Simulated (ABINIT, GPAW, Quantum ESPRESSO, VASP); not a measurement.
**Code comparison for YAl3 (Pm-3m, 4 atoms in the cell)**

Self-consistent single point, at a second geometry (lattice scaled by 0.98). First geometry:

```xyz
4
Lattice="4.2044 0.0000 0.0000 0.0000 4.2044 0.0000 0.0000 0.0000 4.2044" Properties=species:S:1:pos:R:3 pbc="T T T"
Y      0.0000     0.0000     0.0000
Al     0.0000     2.1022     2.1022
Al     2.1022     0.0000     2.1022
Al     2.1022     2.1022     0.0000
```

Shared settings, as Quantum ESPRESSO writes them: occupations = smearing; smearing = fermi-dirac; degauss = 0.0073499 Ry; K_POINTS = automatic 6 6 6 0 0 0. Potentials and cutoffs stand in the table.

```tsv
code	model	ΔF from the first geometry (meV/atom)	pressure (GPa)	cutoff
GPAW	LDA (Perdew-Wang 92), GPAW PAW datasets LDA (gpaw-data 1.0.1)	10.5	4.38	550 eV
ABINIT	LDA (PW92), norm-conserving pseudopotentials (PseudoDojo nc-sr-04 LDA standard)	8.7	4.08	36 Ha
Quantum ESPRESSO	LDA (PZ), PSlibrary PAW (LDA) pseudopotentials	10.4	4.34	45 Ry
VASP	LDA (PZ), VASP's LDA PAW potentials (set 64)	10.5	4.25	300 eV
```

The spread over the programs that give each value: ΔF from the first geometry within 1.8 meV/atom; pressure within 0.30 GPa.

The same LDA comes in different parametrisations, which differ slightly.

VASP's run is marked for a possible Pulay error in its stress at this cutoff; no cutoff test was made.

The starting cell comes from a database of computed structures (which also holds hypothetical and non-ambient phases and stackings), without a prior relaxation at this level. Its lattice was rescaled by a random factor within 2.5 % of one. For this run, on top of that: lattice scaled by 0.98.

Left out of this page: Ansatz, CP2K, Elk, FLEUR and SIESTA (not drawn, or without a comparable value).
